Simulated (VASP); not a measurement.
**A VASP study of BiAs (revTPSS + D4): structure first, properties next**

Aim: relax BiAs, then compute properties on the relaxed cell. The steps: rough relaxation of the start cell, full relaxation (revTPSS + D4), second relaxation, density, ELF and potential (revTPSS + D4), band structure (revTPSS + D4), total and projected DOS (revTPSS + D4), bands along the symmetry lines (r2SCAN) and elastic tensor by finite strains (revTPSS + D4). The cell is invented: it takes the structure of COD entry 9008845, GaAs (space group 216 there), with some of its atoms replaced by other elements, volume scaled by an estimate. It may not be a known or stable phase.

Calculated with VASP 6.6.1; revTPSS with D4; plane waves and PAW (Bi_d, As), in the first sound run; inputs show where later runs differ.

### 1. Set-up

Before any relaxation, the start is as follows. It takes space group F-43m (No. 216, cubic). Conventional cell: a = 6.121 Å, b = 6.121 Å, c = 6.121 Å, α = 90.00°, β = 90.00°, γ = 90.00°. Bi has 4 As at 2.65 Å nearest. As has 4 Bi at 2.65 Å nearest. It derives from GaAs. it takes the structure of COD entry 9008845, GaAs (space group 216 there), with some of its atoms replaced by other elements, volume scaled by an estimate. Farther neighbours are not listed.

Coordinates:

```cif
data_structure
_symmetry_space_group_name_H-M 'P 1'
_symmetry_Int_Tables_number 1
_cell_length_a 4.3282
_cell_length_b 4.3282
_cell_length_c 4.3282
_cell_angle_alpha 60.000
_cell_angle_beta 60.000
_cell_angle_gamma 60.000
_cell_volume 57.33
loop_
_atom_site_label
_atom_site_type_symbol
_atom_site_fract_x
_atom_site_fract_y
_atom_site_fract_z
_atom_site_occupancy
Bi1 Bi 0.00000 0.00000 0.00000 1
As2 As 0.25000 0.25000 0.25000 1
```

### 2. Rough relaxation of the start cell

The start is only an estimate, so a cheap relaxation brings it near a minimum before any careful run. A dispersion term adds the long-range attraction that semilocal functionals lack. D4 lets the coefficients depend on atomic charges too.

Input file INCAR:

```
SYSTEM = BiAs
PREC = Normal
ENCUT = 400
EDIFF = 1E-05
NELM = 60
ISMEAR = -1
SIGMA = 0.05
LREAL = .FALSE.
ALGO = Normal
METAGGA = RTPSS
IVDW = 13
VDW_S6 = 1
VDW_S8 = 1.53089454
VDW_A1 = 0.44880597
VDW_A2 = 4.64042317
LASPH = .TRUE.
NBANDS = 16
LORBIT = 11
LWAVE = .FALSE.
LCHARG = .FALSE.
IBRION = 2
NSW = 40
ISIF = 3
EDIFFG = -0.04
```

Input file POSCAR:

```
BiAs
1.0
    0.0000000000      3.0605250000      3.0605250000
    3.0605250000      0.0000000000      3.0605250000
    3.0605250000      3.0605250000      0.0000000000
Bi As
1 1
Direct
    0.0000000000      0.0000000000      0.0000000000
    0.2500000000      0.2500000000      0.2500000000
```

Input file KPOINTS:

```
Automatic mesh
0
Gamma
5 5 5
0 0 0
```

Potentials, in the order of the species: Bi_d and As (PBE family, release 64).

On the command line:

```bash
$ mpirun -np 1 vasp_std
```

What it wrote:

```text
[banner, memory and clock lines left out]
running    1 mpi-ranks, on    1 nodes
 distrk:  each k-point on    1 cores,    1 groups
 distr:  one band on    1 cores,    1 groups

 POSCAR found type information on POSCAR BiAs
 POSCAR found :  2 types and       2 ions
|                                                                             |
|               ----> ADVICE to this user running VASP <----                  |
|                                                                             |
|     You enforced a specific xc type in the INCAR file but a different       |
|     [... a line on the potential file left out ...]
|     I HOPE YOU KNOW WHAT YOU ARE DOING!                                     |
|                                                                             |

 LDA part: xc-table for (None), standard interpolation
 POSCAR, INCAR and KPOINTS ok, starting setup
 FFT: planning ... GRIDC
 FFT: planning ... GRID_SOFT
 FFT: planning ... GRID
 WAVECAR not read
 entering main loop
       N       E                     dE             d eps       ncg     rms          rms(c)
DAV:   1     0.195070373004E+03    0.19507E+03   -0.89524E+03   320   0.109E+03
DAV:   2     0.495523096669E+02   -0.14552E+03   -0.14281E+03   376   0.334E+02
DAV:   3     0.398507688310E+02   -0.97015E+01   -0.96738E+01   400   0.978E+01
DAV:   4     0.396538104696E+02   -0.19696E+00   -0.19694E+00   424   0.161E+01
DAV:   5     0.396482840512E+02   -0.55264E-02   -0.55264E-02   448   0.236E+00    0.350E+00
DAV:   6     0.439587696090E+02    0.43105E+01   -0.86907E+00   320   0.283E+01    0.243E+00
DAV:   7     0.440154665120E+02    0.56697E-01   -0.23172E-01   440   0.337E+00    0.182E+00
DAV:   8     0.441024436544E+02    0.86977E-01   -0.25141E-01   360   0.218E+00    0.116E+00
DAV:   9     0.440954169828E+02   -0.70267E-02   -0.98771E-02   392   0.152E+00    0.845E-01
DAV:  10     0.440971877517E+02    0.17708E-02   -0.10595E-02   400   0.905E-01    0.459E-01
DAV:  11     0.440970813699E+02   -0.10638E-03   -0.25687E-03   392   0.421E-01    0.797E-02
DAV:  12     0.440971814761E+02    0.10011E-03   -0.36058E-04   400   0.141E-01    0.312E-02
DAV:  13     0.440971960605E+02    0.14584E-04   -0.83507E-05   360   0.391E-02    0.259E-02
DAV:  14     0.440972028693E+02    0.68087E-05   -0.22808E-05   336   0.459E-02
   1 F= 0.43114068E+02 E0= 0.43120748E+02  d E =0.431141E+02
 curvature:   0.00 expect dE= 0.000E+00 dE for cont linesearch  0.000E+00
 trial: gam= 0.00000 g(F)=  0.933E-45 g(S)=  0.167E+01 ort = 0.000E+00 (trialstep = 0.100E+01)
 search vector abs. value=  0.167E+01
 bond charge predicted
       N       E                     dE             d eps       ncg     rms          rms(c)
DAV:   1     0.290105523459E+02   -0.15087E+02   -0.61822E+02   416   0.492E+02    0.197E+01
DAV:   2     0.398653765764E+02    0.10855E+02   -0.30835E+01   368   0.686E+01    0.997E+00
DAV:   3     0.435099864008E+02    0.36446E+01   -0.16044E+01   376   0.453E+01    0.155E+00
DAV:   4     0.435190219478E+02    0.90355E-02   -0.53179E-01   328   0.584E+00    0.806E-01
DAV:   5     0.435237527836E+02    0.47308E-02   -0.82337E-02   384   0.252E+00    0.319E-01
DAV:   6     0.435203519789E+02   -0.34008E-02   -0.20520E-02   392   0.101E+00    0.129E-01
DAV:   7     0.435217951864E+02    0.14432E-02   -0.20582E-03   320   0.350E-01    0.567E-02
DAV:   8     0.435218119244E+02    0.16738E-04   -0.77595E-04   368   0.163E-01    0.237E-02
DAV:   9     0.435217158180E+02   -0.96106E-04   -0.17820E-04   336   0.109E-01    0.897E-03
DAV:  10     0.435217102484E+02   -0.55696E-05   -0.72874E-05   336   0.516E-02
   2 F= 0.42830764E+02 E0= 0.42836910E+02  d E =-.283304E+00
 trial-energy change:   -0.283304  1 .order   -0.459880   -1.666930    0.747171
 step:   0.5839(harm=  0.6905)  dis= 0.00000  next Energy=    42.662580 (dE=-0.451E+00)
 bond charge predicted
       N       E                     dE             d eps       ncg     rms          rms(c)
DAV:   1     0.406879937737E+02   -0.28337E+01   -0.73552E+01   408   0.108E+02    0.944E+00
DAV:   2     0.430036174704E+02    0.23156E+01   -0.44722E+00   400   0.336E+01    0.396E+00
DAV:   3     0.434867184903E+02    0.48310E+00   -0.19149E+00   400   0.193E+01    0.499E-01
DAV:   4     0.434823374110E+02   -0.43811E-02   -0.62889E-02   352   0.214E+00    0.308E-01
DAV:   5     0.434790890245E+02   -0.32484E-02   -0.87376E-03   384   0.579E-01    0.121E-01
DAV:   6     0.434782969808E+02   -0.79204E-03   -0.23087E-03   456   0.314E-01    0.408E-02
DAV:   7     0.434783670647E+02    0.70084E-04   -0.37165E-04   368   0.123E-01    0.101E-02
DAV:   8     0.434783532678E+02   -0.13797E-04   -0.17339E-05   336   0.362E-02    0.547E-03
DAV:   9     0.434783449976E+02   -0.82703E-05   -0.21367E-05   296   0.235E-02
   3 F= 0.42679143E+02 E0= 0.42686603E+02  d E =-.434926E+00
 curvature:  -0.30 expect dE=-0.392E-04 dE for cont linesearch -0.392E-04
 trial: gam= 0.00000 g(F)=  0.787E-44 g(S)=  0.129E-03 ort =-0.147E-01 (trialstep = 0.917E+00)
 search vector abs. value=  0.129E-03
 reached required accuracy - stopping structural energy minimisation
```

The job ended after 1.7 min (1 MPI rank of AMD EPYC 7R43, shared host; peak memory 0.11 GiB).

The logs omit lines about the potential files and the build; timing stands in the text.

From OUTCAR (step 2):

```text
ion  position               nearest neighbor table
   1  0.000  0.000  0.000-   2 2.65   2 2.65   2 2.65   2 2.65
   2  0.250  0.250  0.250-   1 2.65   1 2.65   1 2.65   1 2.65

  LATTYP: Found a face centered cubic cell.
 ALAT       =     6.1210500000

 Subroutine GETGRP returns: Found 24 space group operations
 (whereof 24 operations were pure point group operations)

The static configuration has the point symmetry T_d .

 Found     10 irreducible k-points:

   k-points           NKPTS =     10   k-points in BZ     NKDIM =     10   number of bands    NBANDS=     16

   dimension x,y,z NGX =    24 NGY =   24 NGZ =   24
   dimension x,y,z NGXF=    48 NGYF=   48 NGZF=   48

   ENCUT  =  400.0 eV  29.40 Ry    5.42 a.u.   7.06  7.06  7.06*2*pi/ulx,y,z

   NELECT =      20.0000    total number of electrons

 k-points in reciprocal lattice and weights: Automatic mesh
   0.00000000  0.00000000  0.00000000       0.008
   0.20000000  0.00000000  0.00000000       0.064
   0.40000000  0.00000000  0.00000000       0.064
   0.20000000  0.20000000  0.00000000       0.048
   0.40000000  0.20000000  0.00000000       0.192
  -0.40000000  0.20000000  0.00000000       0.192
  -0.20000000  0.20000000  0.00000000       0.096
   0.40000000  0.40000000  0.00000000       0.048
  -0.40000000  0.40000000  0.00000000       0.096
  -0.40000000  0.40000000  0.20000000       0.192

 average (electrostatic) potential at core
       1-108.3395       2 -51.5881

 E-fermi :   4.1511

 k-point     1 :       0.0000    0.0000    0.0000
  band No.  band energies     occupation
    ...
      6      -9.4256      2.00000
      7      -2.6235      2.00000
      8       2.3360      2.00000
      9       2.3360      2.00000
     10       2.3360      2.00000
     11       4.9624      0.00000
     12       4.9624      0.00000
     13       4.9624      0.00000
     14       7.8995      0.00000
     15      11.7805      0.00000
    ...

 k-point     2 :       0.2000    0.0000    0.0000
  band No.  band energies     occupation
    ...
      6      -9.1112      2.00000
      7      -3.5890      2.00000
      8       1.9280      2.00000
      9       1.9280      2.00000
     10       2.0021      2.00000
     11       5.5352      0.00000
     12       5.5352      0.00000
     13       5.6729      0.00000
     14       9.3682      0.00000
     15      10.8219      0.00000
    ...

 k-point     3 :       0.4000    0.0000    0.0000
  band No.  band energies     occupation
    ...
      6      -8.3734      2.00000
      7      -5.1452      2.00000
      8       1.4448      2.00000
      9       1.4724      2.00000
     10       1.4724      2.00000
     11       6.0656      0.00000
     12       6.0656      0.00000
     13       7.8555      0.00000
     14       9.7179      0.00000
     15      11.5353      0.00000
    ...

  DFT-D4 for vdW energy calculation

  Edisp (eV):   -0.79920

  Total      -0.04218    -0.04218    -0.04218     0.00000    -0.00000     0.00000
  in kB      -0.96871    -0.96871    -0.96871     0.00000    -0.00000     0.00000
  external pressure =       -0.97 kB  Pullay stress =        0.00 kB

  energy-cutoff  :      400.00
  volume of cell :       69.76
      direct lattice vectors                 reciprocal lattice vectors
    -0.000000000  3.267400982  3.267400982    -0.153026826  0.153026826  0.153026826
     3.267400982  0.000000000  3.267400982     0.153026826 -0.153026826  0.153026826
     3.267400982  3.267400982 -0.000000000     0.153026826  0.153026826 -0.153026826

 POSITION                                       TOTAL-FORCE (eV/Angst)
 -----------------------------------------------------------------------------------
      0.00000      0.00000      0.00000         0.000000      0.000000      0.000000
      1.63370      1.63370      1.63370        -0.000000     -0.000000     -0.000000
 -----------------------------------------------------------------------------------
    total drift:                                0.000003      0.000003      0.000003

  FREE ENERGIE OF THE ION-ELECTRON SYSTEM (eV)
  ---------------------------------------------------
  free  energy   TOTEN  =        42.6791426899 eV

  energy  without entropy=       42.6940635069  energy(sigma->0) =       42.68660310

 reached required accuracy - stopping structural energy minimisation

 total charge
# of ion       s       p       d       tot
------------------------------------------
    1        1.560   1.227   9.911  12.698
    2        1.293   1.414   0.024   2.730
--------------------------------------------------
tot          2.852   2.641   9.934  15.428

[... 3 further parts left out ...]
```

CONTCAR:

```
BiAs
   1.00000000000000
    -0.0000000000000000    3.2674009816671870    3.2674009816671870
     3.2674009816671870    0.0000000000000000    3.2674009816671870
     3.2674009816671870    3.2674009816671870   -0.0000000000000000
  Bi              As
     1     1
Direct
     0.0000000000000000    0.0000000000000000    0.0000000000000000
     0.2500000000000000    0.2500000000000000    0.2500000000000000
```

The k-mesh is coarse for a metal. This relaxation is a rough one on cheap settings, only to bring the start near its minimum. The PAW data sets were made with PBE, which is usual practice but a small mismatch for other functionals. After so large a change of volume the plane waves of the start cell no longer fit, so the final stress carries a basis-set error. The run keeps the 24 symmetry operations of its start, so it cannot find a distortion of lower symmetry.

Relaxation path:

| step | energy less that of the first step (eV) | largest force (eV/Å) | pressure (GPa) | volume (Å³) |
| --- | --- | --- | --- | --- |
| 1 | 0.0000 | 0.0000 | 13.41 | 57.33 |
| 2 | -0.2833 | 0.0000 | -4.33 | 79.64 |
| 3 | -0.4349 | 0.0000 | -0.10 | 69.76 |

| conventional cell, symmetrised | before | after | change |
| --- | --- | --- | --- |
| a (Å) | 6.121 | 6.535 | +6.8 % |
| b (Å) | 6.121 | 6.535 | +6.8 % |
| c (Å) | 6.121 | 6.535 | +6.8 % |
| volume (Å³/atom) | 28.67 | 34.88 | +21.7 % |

Final coordinates:

```xyz
2
Lattice="0.0000 3.2674 3.2674 3.2674 0.0000 3.2674 3.2674 3.2674 0.0000" Properties=species:S:1:pos:R:3 pbc="T T T"
Bi    0.0000    0.0000    0.0000
As    1.6337    1.6337    1.6337
```

This step gave:

* electrons: 20
* bands: 16
* irreducible k-points: 10
* symmetry operations: 24
* free energy (TOTEN): 42.68 eV
* energy at zero smearing: 42.69 eV
* Fermi energy: 4.151 eV
* pressure: -0.09687 GPa
* metallic: yes
* SCF cycles over all ionic steps: 33

It ends with forces that vanish by symmetry and a pressure of -0.10 GPa.

(Part 1 of 4 ends here.)

[Lines on the potential files, build, host, timing and source positions are cut from VASP's logs without a mark.]

[Logs are printed without paths, hosts, clocks, repeated set-up lines and the standing remarks that a program may print on its own settings, such as how far it seeks lower states.]

[Hosts, paths, dates, database ids (printed as entryN), source tags and the programs' standing remarks are cut or masked in the printed files.]

[A measured line is paired with the nearest computed mode of its activity, which favours agreement.]
